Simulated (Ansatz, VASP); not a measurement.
One calculation of SnC3, two programs

File POSCAR:

```
SnC3
1.0
    2.9180775456      0.0000000000      0.0000000000
    0.0000000000      2.9180775456      0.0000000000
    0.0000000000      0.0000000000      4.5487244287
C Sn
3 1
Direct
    0.5000000000      0.0000000000      0.8203632745
    0.5000000000      0.5000000000      0.0000000000
    0.0000000000      0.5000000000      0.1796367255
    0.0000000000      0.0000000000      0.5000000000
```

INCAR.step1

```
SYSTEM = SnC3
  PREC = Accurate
  ENCUT = 520
  ISMEAR = 0
  SIGMA = 0.01
  LREAL = .False.
  LASPH = .True.
  NELM = 80
  NBANDS = 21
  GGA = PE
  ALGO = Normal
  EDIFF = 1E-4
  LWAVE = .True.
  LCHARG = .False.
```

INCAR.step2

```
SYSTEM = SnC3
  PREC = Accurate
  ENCUT = 520
  EDIFF = 1E-6
  ISMEAR = 0
  SIGMA = 0.01
  LREAL = .False.
  LASPH = .True.
  NELM = 80
  ALGO = Normal
  ISIF = 2
  LWAVE = .False.
  LCHARG = .False.
  METAGGA = R2SCAN
  LMIXTAU = .True.
  NBANDS = 21
  ISTART = 1
```

KPOINTS

```
Automatic mesh
0
Gamma
  8 8 4
  0 0 0
```

Input for Ansatz:

```yaml
crystal:
  lattice:
    - [2.9180775456, 0.0, 0.0]
    - [0.0, 2.9180775456, 0.0]
    - [0.0, 0.0, 4.5487244287]
  atoms:
    - { symbol: C, position: [0.5, 0.0, 0.8203632745] }
    - { symbol: C, position: [0.5, 0.5, 0.0] }
    - { symbol: C, position: [0.0, 0.5, 0.1796367255] }
    - { symbol: Sn, position: [0.0, 0.0, 0.5] }
kpoints:
  mp_grid: { grid: [8, 8, 4] }
hamiltonian:
  xc: r2scan
scf:
  occupations: { method: fixed }
  n_extra_bands: 5
output:
  forces: true
  stress: true
  eigenvalues: true
```

Alike in both runs: task single point; functional r2SCAN; k mesh 8 × 8 × 4; no spin polarisation.

```csv
,VASP,Ansatz
version,VASP 6.6.1,Ansatz 0.2.0
potentials or method,"VASP PAW PBE potentials, release 64 (C, Sn_d)","plane waves, PAW"
plane-wave cutoff (eV),520,500
occupations,"gaussian, width 0.01 eV",fixed
valence electrons in the cell,26,26
```

|  | VASP | Ansatz | Ansatz less VASP |
| --- | --- | --- | --- |
| gap on the k mesh at the Fermi level (eV) | 0.59 | 0.60 | +0.005 |
| pressure (GPa) | 16.1 | 15.6 | -0.49 |
| largest component of the traceless stress (GPa) | 2.12 | 2.20 | +0.087 |
| rms of the force components (eV/Å) | 0.158 | 0.157 | -0.0006 |

Atom by atom the forces differ by 0.001 eV/Å (rms over components).

Caveats: so large a pressure means that the cell lies far from this level's equilibrium, or that cutoff or potentials fall short (VASP); the potentials were made for another functional, which shifts forces and pressure (VASP); spin-orbit coupling is left out, which moves the levels of the heavy elements. r2SCAN opens gaps a little over a GGA but as a rule still falls short of measured ones. A k mesh can miss the band edges.
